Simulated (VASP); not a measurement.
Output of a VASP run:

File OSZICAR:
```
       N       E                     dE             d eps       ncg     rms          rms(c)
DAV:   1     0.707883681175E+02    0.70788E+02   -0.78367E+03  9596   0.144E+03
DAV:   2    -0.238929144543E+01   -0.73178E+02   -0.71279E+02 10476   0.276E+02
DAV:   3    -0.732525132717E+01   -0.49360E+01   -0.49078E+01 11876   0.668E+01
DAV:   4    -0.740926155811E+01   -0.84010E-01   -0.83983E-01 11034   0.982E+00
DAV:   5    -0.741148997377E+01   -0.22284E-02   -0.22284E-02 12253   0.137E+00    0.305E+00
DAV:   6    -0.737176198840E+01    0.39728E-01   -0.71429E-02 12776   0.463E+00    0.182E+00
DAV:   7    -0.736088675416E+01    0.10875E-01   -0.40146E-02 10934   0.186E+00    0.341E-01
DAV:   8    -0.736179602532E+01   -0.90927E-03   -0.47393E-03 11586   0.944E-01    0.703E-02
DAV:   9    -0.736226389093E+01   -0.46787E-03   -0.68992E-04 10331   0.239E-01    0.329E-02
DAV:  10    -0.736232018854E+01   -0.56298E-04   -0.65114E-05 11331   0.546E-02    0.100E-02
DAV:  11    -0.736233725065E+01   -0.17062E-04   -0.28399E-05 10026   0.460E-02    0.387E-03
DAV:  12    -0.736233841702E+01   -0.11664E-05   -0.17265E-06 10929   0.101E-02    0.116E-03
DAV:  13    -0.736233819845E+01    0.21857E-06   -0.75991E-08  5063   0.257E-03
   1 F= -.73623382E+01 E0= -.73623320E+01  d E =-.124337E-04
```

**OUTCAR**
```
------------------------ aborting loop because EDIFF is reached ----------------------------------------
  FORCE on cell =-STRESS in cart. coord.  units (eV):
  Direction    XX          YY          ZZ          XY          YZ          ZX
  --------------------------------------------------------------------------------------
  Total        0.0457434      0.1200288      0.2200253      0.0000000     -0.2958605      0.0000000
  in kB        1.2321260      3.2330446      5.9265103      0.0000000     -7.9691745      0.0000000
  external PRESSURE =       3.4638936 kB  Pullay stress =       0.0000000 kB
  volume of cell :       59.48
      direct lattice vectors                 reciprocal lattice vectors
     0.000000000  3.101254000  3.080742000    -0.160623270  0.161225104  0.162298563
     3.112874000  0.000000000  3.080742000     0.160623270 -0.161225104  0.162298563
     3.112874000  3.101254000  0.000000000     0.160623270  0.161225104 -0.162298563
  FREE ENERGIE OF THE ION-ELECTRON SYSTEM (eV)
  ---------------------------------------------------
  free  energy   TOTEN  =        -7.3623381984 eV

  energy  without entropy=       -7.3623257648  energy(sigma->0) =       -7.36233198
```
(Selected blocks of OUTCAR.)

**POSCAR**
```
GaSb
1
    0.0000000000     3.1012540000     3.0807420000
    3.1128740000     0.0000000000     3.0807420000
    3.1128740000     3.1012540000     0.0000000000
Ga Sb
1 1
Direct
  0.0000000000   0.0000000000   0.0000000000
  0.2425810000   0.2574190000   0.2574190000
```

Reconstruct the remaining input files.

This is not unique; one that fits is the input of the run itself, PBE GGA, plane waves, VASP's PBE PAW potentials (set 64).

### KPOINTS
```
K-points
0
G
  11 11 11
```

INCAR:
```
SYSTEM  =  GaSb
PREC  =  Accurate; ENCUT  =  400; LREAL  =  .False.
LASPH  =  .True.
EDIFF  =  1E-6; NELM  =  100; ALGO  =  Normal
LMAXMIX  =  4
ISMEAR  =  0; SIGMA  =  0.05
GGA  =  PE
ISIF  =  2
LWAVE  =  .False.; LCHARG  =  .False.
```

POTCAR, in this order: Ga_d Sb (PBE.64 set). Program: vasp_std.

The compound is GaSb in the zinc blende structure. The cell was not relaxed at this level, atoms are displaced from their ideal sites. The run is one of a series of settings (KPOINTS 11×11×11 Γ-centred mesh against the base run), some of them coarse on purpose.
